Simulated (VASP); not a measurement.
# AlN with PBE: from relaxation to properties, part 2 of 2

Aim: relax AlN with PBE, compute its properties on that cell and hold them against experiment. The start is a cell from a database of measured crystal structures.

VASP 6.6.1, plane waves and PAW; the level of theory is named at each step.

So far, least gap on mesh and path (eV): step 5 (band structure (PBE)) 4.05. The relaxed cell has a = 3.130, c = 5.015 Å (conventional setting).

## 9. Optical spectrum (PBE)

LOPTICS sums transitions from filled to empty bands. NBANDS is raised for it.

INCAR reads:

```
SYSTEM = AlN
PREC = Accurate
ENCUT = 520
EDIFF = 1E-06
NELM = 100
ISMEAR = 0
SIGMA = 0.05
LREAL = .FALSE.
ALGO = Normal
GGA = PE
NBANDS = 40
LORBIT = 11
LWAVE = .FALSE.
LCHARG = .FALSE.
KPAR = 4
LOPTICS = .TRUE.
NEDOS = 1500
CSHIFT = 0.1
```

POSCAR reads:

```
AlN
1.0
    3.1295215986      0.0000000000      0.0000000000
   -1.5647607993      2.7102452061      0.0000000000
    0.0000000000      0.0000000000      5.0147745679
Al N
2 2
Direct
    0.6666666667      0.3333333333      0.0001193990
    0.3333333333      0.6666666667      0.5001193990
    0.6666666667      0.3333333333      0.3818806010
    0.3333333333      0.6666666667      0.8818806010
```

KPOINTS reads:

```
Automatic mesh
0
Gamma
10 10 6
0 0 0
```

Potentials, in the order of the species: Al and N (PBE family, release 64).

The run is started by

```bash
$ mpirun -np 4 vasp_std
```

Run time: 8.8 s. Hardware: 4 MPI ranks of AMD EPYC 9R45, shared host; peak memory 0.86 GiB.

These are independent-particle spectra without excitons or local fields, and fine structure depends on the mesh and on CSHIFT.

This step gave:

```
bands                : 40
irreducible k-points : 56
Fermi energy         : 6.199 eV
pressure             : -0.06624 GPa
```

The imaginary dielectric function has structure finer than the step of the table below, so its rows give means over 0.5 eV, whole bins alone (the curve runs from 0 to 25.0 eV). Peaks (eV: height): xx 6.17: 4.43, 7.26: 8.25, 7.89: 9.51, 8.76: 7.38, 10.71: 7.12, 12.25: 5.74; zz 6.12: 7.31, 6.85: 11.8, 7.67: 8.36, 9.75: 7.33, 11.89: 6.28.

Imaginary dielectric function against photon energy; means over each step:

```csv
photon energy (eV),xx,zz
0.5,0.00514,0.00596
1.0,0.0106,0.0124
1.5,0.0168,0.0196
2.0,0.0241,0.0285
2.5,0.0337,0.0404
3.0,0.0473,0.0585
3.5,0.0714,0.0983
4.0,0.199,0.334
4.5,0.444,0.820
5.0,1.02,0.989
5.5,1.19,1.64
6.0,3.04,5.07
6.5,4.16,7.15
7.0,7.36,9.57
7.5,7.85,7.50
8.0,8.20,5.02
8.5,6.30,4.10
9.0,5.72,4.42
9.5,3.99,6.34
10.0,4.50,5.59
10.5,5.88,5.31
11.0,4.92,4.38
11.5,5.46,5.67
12.0,5.24,5.62
12.5,5.10,4.35
13.0,4.31,4.11
13.5,3.10,2.46
14.0,2.91,2.51
14.5,2.13,2.11
15.0,1.66,1.92
15.5,1.26,1.29
16.0,1.24,1.23
16.5,1.00,0.930
17.0,0.791,0.774
17.5,0.631,0.585
18.0,0.450,0.497
18.5,0.466,0.446
19.0,0.414,0.372
19.5,0.354,0.461
20.0,0.324,0.390
20.5,0.343,0.364
21.0,0.316,0.363
21.5,0.245,0.325
22.0,0.229,0.320
22.5,0.238,0.337
23.0,0.318,0.290
23.5,0.280,0.237
24.0,0.263,0.247
24.5,0.299,0.334
```

Table of real dielectric function by photon energy:

```csv
photon energy (eV),xx,zz
0,4.59,4.80
1,4.64,4.86
2,4.81,5.05
3,5.15,5.46
4,5.91,6.39
5,6.53,7.39
6,9.10,10.3
7,7.47,1.91
8,1.33,0.770
9,0.0815,3.43
10,1.62,0.0848
11,-0.0505,1.22
12,-0.384,-1.56
13,-2.09,-2.32
14,-1.82,-1.44
15,-1.61,-1.61
16,-1.28,-1.12
17,-1.05,-0.990
18,-0.597,-0.603
19,-0.315,-0.212
20,-0.111,-0.104
21,-0.0332,-0.0198
22,0.157,0.130
23,0.320,0.178
24,0.374,0.366
```

Its static limit, 4.66, stands beside 4.54 from the response with local fields; local fields, the finite band count and the meshes make the difference. The mean of ε2 over directions passes 5 % of its top at 4.54 eV, against a least direct gap of 4.05 eV on this mesh, so the first direct transitions are weak, forbidden or few.

## 10. Core levels (PBE)

Core levels shift with the potential at each site, so they tell like atoms on unlike sites apart.

INCAR, as its differences from that of step 9:

```diff
@@ -10,3 +10,3 @@
 GGA = PE
-NBANDS = 40
+NBANDS = 14
 LORBIT = 11
@@ -15,4 +15,2 @@
 KPAR = 4
-LOPTICS = .TRUE.
-NEDOS = 1500
-CSHIFT = 0.1
+ICORELEVEL = 1
```

POSCAR is that of step 9.

KPOINTS reads:

```
Automatic mesh
0
Gamma
7 7 4
0 0 0
```

The run is started by

```bash
$ mpirun -np 4 vasp_std
```

Elapsed: 2.2 s, on 4 MPI ranks; peak memory 0.51 GiB; 7 s of CPU time.

These are scalar-relativistic Kohn-Sham levels of the ground state, with no core hole, so they are not binding energies.

This step gave:

| Property | Result |
| --- | --- |
| bands | 14 |
| irreducible k-points | 24 |
| Fermi energy | 6.236 eV |
| pressure | -0.04375 GPa |
| gap on the k-mesh | 4.049 eV |
| least direct gap on the k-mesh | 4.049 eV |

Kohn-Sham core levels. Core levels, by row:

```csv
atom,shell,level below the valence-band top (eV)
Al1,1s,1503
Al1,2s,100.7
Al1,2p,62.12
Al2,1s,1503
Al2,2s,100.7
Al2,2p,62.12
N3,1s,373.8
N4,1s,373.8
```

Atoms of one element give levels within 0.1 eV of each other.

## 11. Starting orbitals for the hybrid

A hybrid converges badly from random orbitals, so a cheap semilocal run writes a WAVECAR on the same mesh first.

INCAR reads:

```
SYSTEM = AlN
PREC = Accurate
ENCUT = 520
EDIFF = 1E-05
NELM = 100
ISMEAR = 0
SIGMA = 0.05
LREAL = .FALSE.
ALGO = Normal
GGA = PE
NBANDS = 14
LORBIT = 11
LWAVE = .TRUE.
LCHARG = .FALSE.
KPAR = 4
```

POSCAR is that of step 10.

KPOINTS reads:

```
Automatic mesh
0
Gamma
5 5 3
0 0 0
```

The run is started by

```bash
$ mpirun -np 4 vasp_std
```

The job ended after 1.6 s (4 MPI ranks; peak memory 0.48 GiB; 4.3 s of CPU time).

Numbers from this step:

```
SCF cycles                     : 12
irreducible k-points           : 10
free energy (TOTEN)            : -29.77 eV
Fermi energy                   : 6.239 eV
pressure                       : -0.1383 GPa
gap on the k-mesh              : 4.046 eV
least direct gap on the k-mesh : 4.046 eV
```

The run ends at a pressure of -0.14 GPa, with forces up to 0.0059 eV/Å.

## 12. Band structure (HSE06)

This step: HSE06; plane waves and PAW (Al, N) (VASP 6.6.1).

HSE06 mixes in a quarter of exact exchange at short range, at far higher cost; in semiconductors this cures much of the gap error, while metals seldom gain.

INCAR reads:

```
SYSTEM = AlN
PREC = Accurate
ENCUT = 520
EDIFF = 1E-06
NELM = 100
ISMEAR = 0
SIGMA = 0.05
LREAL = .FALSE.
ALGO = Normal
LHFCALC = .TRUE.
AEXX = 0.25
GGA = PE
HFSCREEN = 0.2
LASPH = .TRUE.
NBANDS = 14
PRECFOCK = Fast
LORBIT = 11
LWAVE = .FALSE.
LCHARG = .FALSE.
KPAR = 4
```

POSCAR is that of step 11.

KPOINTS is that of step 11.

KPOINTS_OPT reads:

```
Line mode
6
Line-mode
Reciprocal
  0.00000000   0.00000000   0.00000000 GAMMA
  0.50000000   0.00000000   0.00000000 M

  0.50000000   0.00000000   0.00000000 M
  0.33333333   0.33333333   0.00000000 K

  0.33333333   0.33333333   0.00000000 K
  0.00000000   0.00000000   0.00000000 GAMMA

  0.00000000   0.00000000   0.00000000 GAMMA
  0.00000000   0.00000000   0.50000000 A

  0.00000000   0.00000000   0.50000000 A
  0.50000000   0.00000000   0.50000000 L

  0.50000000   0.00000000   0.50000000 L
  0.33333333   0.33333333   0.50000000 H

  0.33333333   0.33333333   0.50000000 H
  0.00000000   0.00000000   0.50000000 A

  0.50000000   0.00000000   0.50000000 L
  0.50000000   0.00000000   0.00000000 M

  0.33333333   0.33333333   0.00000000 K
  0.33333333   0.33333333   0.50000000 H
```

The WAVECAR or CHGCAR of an earlier step is read.

The run is started by

```bash
$ mpirun -np 4 vasp_std
```

The job ended after 2 min (4 MPI ranks; peak memory 1.1 GiB; 7.9 min of CPU time).

The PAW data sets were made with PBE, which is usual practice but a small mismatch for other functionals.

Numbers from this step:

| Item | Value |
| --- | --- |
| SCF cycles | 10 |
| free energy (TOTEN) | -34.94 eV |
| Fermi energy | 5.336 eV |
| least gap on mesh and path | 5.402 eV |
| least direct gap on mesh and path | 5.402 eV |

Electronic bands along the path, in eV, zero at the valence-band top; v1 is the highest filled band, c1 the lowest empty one:

```csv
point,v4,v3,v2,v1,c1,c2,c3,c4
Γ,-0.95,-0.23,-0.23,0.00,5.40,7.98,12.32,12.64
0.40 of the way,-2.01,-1.51,-0.37,-0.28,7.09,9.20,10.21,11.25
M,-3.60,-2.28,-1.87,-0.77,7.12,7.13,9.57,11.95
0.40 of the way,-3.42,-2.94,-1.94,-1.38,6.95,8.10,10.07,11.79
K,-4.09,-2.64,-2.56,-2.56,6.35,9.88,11.25,11.25
0.40 of the way,-4.08,-2.31,-1.34,-0.96,8.07,8.74,9.96,11.04
Γ,-0.95,-0.23,-0.23,0.00,5.40,7.98,12.32,12.64
0.40 of the way,-0.88,-0.87,-0.30,-0.30,6.10,8.07,12.04,12.60
A,-0.60,-0.60,-0.60,-0.60,7.79,7.79,11.85,11.85
0.40 of the way,-1.60,-1.60,-0.98,-0.98,8.20,8.20,10.83,10.83
L,-1.60,-1.60,-1.47,-1.47,6.59,6.59,10.68,10.68
0.60 of the way,-3.27,-3.27,-0.97,-0.97,7.79,7.79,10.41,10.41
H,-4.11,-4.11,-0.88,-0.88,8.86,8.86,9.21,9.21
0.40 of the way,-2.39,-2.39,-1.27,-1.27,7.94,7.94,10.99,10.99
A,-0.60,-0.60,-0.60,-0.60,7.79,7.79,11.85,11.85
jump to L,-1.60,-1.60,-1.47,-1.47,6.59,6.59,10.68,10.68
0.40 of the way,-2.48,-2.01,-1.20,-1.13,6.25,7.18,10.60,11.18
M,-3.60,-2.28,-1.87,-0.77,7.12,7.13,9.57,11.95
jump to K,-4.09,-2.64,-2.56,-2.56,6.35,9.88,11.25,11.25
0.40 of the way,-4.62,-2.98,-1.85,-1.85,6.93,9.79,10.42,10.42
H,-4.11,-4.11,-0.88,-0.88,8.86,8.86,9.21,9.21
```

Of the projections kept (Al, N), the largest for each band there; the rest of the weight can lie on other orbitals:

```csv
point,v4,v3,v2,v1,c1,c2,c3,c4
Γ,N 0.89,N 0.97,N 0.97,N 0.97,N 0.71,Al 0.69,N 0.92,Al 0.98
M,N 0.72,N 0.80,N 0.82,N 0.90,Al 0.81,N 0.67,Al 0.52,N 0.90
K,N 0.63,N 0.84,N 0.78,N 0.78,Al 0.93,N 0.99,N 0.83,N 0.83
Γ,N 0.89,N 0.97,N 0.97,N 0.97,N 0.71,Al 0.69,N 0.92,Al 0.98
A,N 0.93,N 0.93,N 0.93,N 0.93,N 0.67,N 0.67,Al 0.60,Al 0.60
L,N 0.84,N 0.84,N 0.87,N 0.87,Al 0.59,Al 0.59,Al 0.89,Al 0.89
```

The gap moves by +1.35 eV against PBE, which ran on another mesh.

## 13. Bands along the symmetry lines (TB-mBJ)

This step: TB-mBJ; plane waves and PAW (Al, N) (VASP 6.6.1).

The mesh alone shows little of the dispersion and can miss band extrema, so KPOINTS_OPT adds a path through the symmetry points after the self-consistent cycle. TB-mBJ is a local potential fitted to gaps: it costs far less than a hybrid but gives no energy.

INCAR reads:

```
SYSTEM = AlN
PREC = Accurate
ENCUT = 520
EDIFF = 1E-06
NELM = 150
ISMEAR = 0
SIGMA = 0.05
LREAL = .FALSE.
ALGO = Normal
METAGGA = MBJ
LASPH = .TRUE.
NBANDS = 22
LORBIT = 11
LWAVE = .FALSE.
LCHARG = .FALSE.
KPAR = 4
```

POSCAR is that of step 12.

KPOINTS reads:

```
Automatic mesh
0
Gamma
7 7 4
0 0 0
```

KPOINTS_OPT, as its differences from that of step 12:

```diff
@@ -1,3 +1,3 @@
 Line mode
-6
+16
 Line-mode
```

The run is started by

```bash
$ mpirun -np 4 vasp_std
```

Elapsed: 24 s, on 4 MPI ranks; peak memory 0.63 GiB; 94 s of CPU time.

This functional is a potential without an energy, so its energies, forces and stress mean nothing and are not read.

Numbers from this step:

- SCF cycles: 66
- bands: 22
- irreducible k-points: 24
- Fermi energy: 6.216 eV
- least gap on mesh and path: 5.202 eV
- least direct gap on mesh and path: 5.202 eV

The electronic bands at the labelled points (eV, zero at the valence-band top; v1 is the highest filled band, c1 the lowest empty one):

```csv
point,v4,v3,v2,v1,c1,c2,c3,c4
Γ,-0.86,-0.21,-0.21,0.00,5.20,7.76,12.07,12.32
0.47 of the way,-2.13,-1.46,-0.40,-0.36,7.10,8.93,9.68,11.11
M,-3.11,-2.01,-1.58,-0.70,7.18,7.22,9.21,11.63
0.47 of the way,-2.91,-2.72,-1.68,-1.38,7.05,8.33,9.84,11.42
K,-3.54,-2.30,-2.22,-2.22,6.62,9.74,10.92,10.92
0.47 of the way,-3.29,-1.75,-0.97,-0.66,8.09,8.65,9.76,10.46
Γ,-0.86,-0.21,-0.21,0.00,5.20,7.76,12.07,12.32
0.53 of the way,-0.76,-0.76,-0.33,-0.33,6.21,7.85,11.63,12.27
A,-0.55,-0.55,-0.55,-0.55,7.46,7.46,11.60,11.60
0.53 of the way,-1.50,-1.50,-1.06,-1.06,7.64,7.64,10.75,10.75
L,-1.42,-1.42,-1.30,-1.30,6.65,6.65,10.44,10.44
0.47 of the way,-2.44,-2.44,-0.94,-0.94,7.39,7.39,10.53,10.53
H,-3.50,-3.50,-0.80,-0.80,8.85,8.85,9.01,9.01
0.47 of the way,-1.82,-1.82,-1.15,-1.15,7.92,7.92,10.75,10.75
A,-0.55,-0.55,-0.55,-0.55,7.46,7.46,11.60,11.60
jump to L,-1.42,-1.42,-1.30,-1.30,6.65,6.65,10.44,10.44
0.47 of the way,-2.31,-1.83,-1.10,-0.96,6.41,7.24,10.45,10.67
M,-3.11,-2.01,-1.58,-0.70,7.18,7.22,9.21,11.63
jump to K,-3.54,-2.30,-2.22,-2.22,6.62,9.74,10.92,10.92
0.47 of the way,-4.09,-2.66,-1.48,-1.48,7.30,9.63,9.93,9.93
H,-3.50,-3.50,-0.80,-0.80,8.85,8.85,9.01,9.01
```

Of the projections kept (Al, N), the largest for each band there; the rest of the weight can lie on other orbitals:

```csv
point,v4,v3,v2,v1,c1,c2,c3,c4
Γ,N 0.90,N 0.97,N 0.97,N 0.97,N 0.76,Al 0.61,N 0.92,Al 0.99
M,N 0.78,N 0.82,N 0.85,N 0.91,Al 0.76,N 0.64,N 0.56,N 0.91
K,N 0.73,N 0.86,N 0.82,N 0.82,Al 0.92,N 0.99,N 0.83,N 0.83
Γ,N 0.90,N 0.97,N 0.97,N 0.97,N 0.76,Al 0.61,N 0.92,Al 0.99
A,N 0.94,N 0.94,N 0.94,N 0.94,N 0.72,N 0.72,Al 0.56,Al 0.56
L,N 0.86,N 0.86,N 0.88,N 0.88,Al 0.55,Al 0.55,Al 0.87,Al 0.87
```

The gap moves by +1.15 eV against PBE.

## 14. Summary of results

```
relaxed volume                                               : 10.63 Å³/atom
relaxed conventional cell a, b, c                            : 3.130, 3.130, 5.015 Å; angles 90.0, 90.0, 120.0°
space group after relaxing, within 0.02 Å                    : P6_3mc (No. 186)
band gap                                                     : 4.05 eV, direct
gap among the points of the DOS mesh alone, an upper bound   : 4.05 eV
highest zone-centre mode                                     : 708 cm⁻¹
static dielectric constant from modes and Born charges, mean : 8.75
electronic dielectric constant, mean                         : 4.54
strongest peak of ε2, mean over directions                   : 6.85 eV
ε1 at zero frequency, no local fields, mean                  : 4.66
shallowest level of the frozen cores                         : Al1 2p, 62.1 eV deep
band gap (HSE06)                                             : 5.40 eV, direct
band gap (TB-mBJ)                                            : 5.20 eV, direct
```

With PBE, AlN relaxes to 10.63 Å³/atom in space group P6_3mc (held by the symmetry of the run) and has a direct gap of 4.05 eV (5.40 eV with HSE06). Against the listed cell the volume lies +2.0 % (a +0.6 %, c +0.7 %). Dielectric tensor and Born charges (PBE): The principal values of the electronic dielectric tensor with local fields are 4.46, 4.46 and 4.69. Dielectric tensor and Born charges (PBE): Mean Born effective charge: Al1 2.57, N3 -2.57 e. Band structure (HSE06): The path shows a direct gap of 5.40 eV (valence top at Γ, conduction bottom at Γ). Bands along the symmetry lines (TB-mBJ): On this path the gap is direct, 5.20 eV, with the valence top at Γ and the conduction bottom at Γ. The other levels ran on the cell relaxed with PBE, and without spin-orbit coupling unless named. Semilocal functionals usually underestimate gaps. Modes at Γ alone can't show that the crystal is stable at other wave vectors, and the LO-TO splitting is not included. No search among competing phases was made, and a listed structure need not be the one stable at ambient conditions. All values are for a static lattice at zero temperature.

Computed beside measured:

| quantity | measured | PBE |
| --- | --- | --- |
| lattice constant a (Å) | 3.111 | 3.130 (+0.6 %) |
| Raman mode, E2(low) (cm⁻¹) | 247.6 | 237 (-4.1 %) |
| Raman mode, A1(TO) (cm⁻¹) | 610.4 | 594 (-2.7 %) |
| Raman mode, E2(high) (cm⁻¹) | 656.1 | 650 (-0.9 %) |
| Raman mode, E1(TO) (cm⁻¹) | 669.1 | 650 (-2.8 %) |

Measured values from arxiv:1112.6088 (2011) and pmc:10004678 (2023).

Verdict: Measured modes were matched to the nearest mode of that symmetry; at PBE, 4 of them have a partner, and the computed frequencies miss them by 2.7 % on average (mean signed -2.7 %), which is good agreement. The lattice constant a is off by +0.6 %: good agreement. The grades are ours: good and fair within 0.7 and 1.5 % for the lattice constant a and 3 and 7 % for the Raman mode. For lattice constants and Raman mode the calculation has a static lattice, without zero-point motion or thermal expansion (measured at up to 300 K). As a rule both would widen the computed cell, so the excess over experiment is if anything larger than shown.

[Lines on the potential files, build, host, timing and source positions are cut from VASP's logs without a mark.]

[Logs are printed without paths, hosts, clocks, repeated set-up lines and the standing remarks that a program may print on its own settings, such as how far it seeks lower states.]

[Hosts, paths, dates, database ids (printed as entryN), source tags and the programs' standing remarks are cut or masked in the printed files.]

[A measured line is paired with the nearest computed mode of its activity, which favours agreement.]
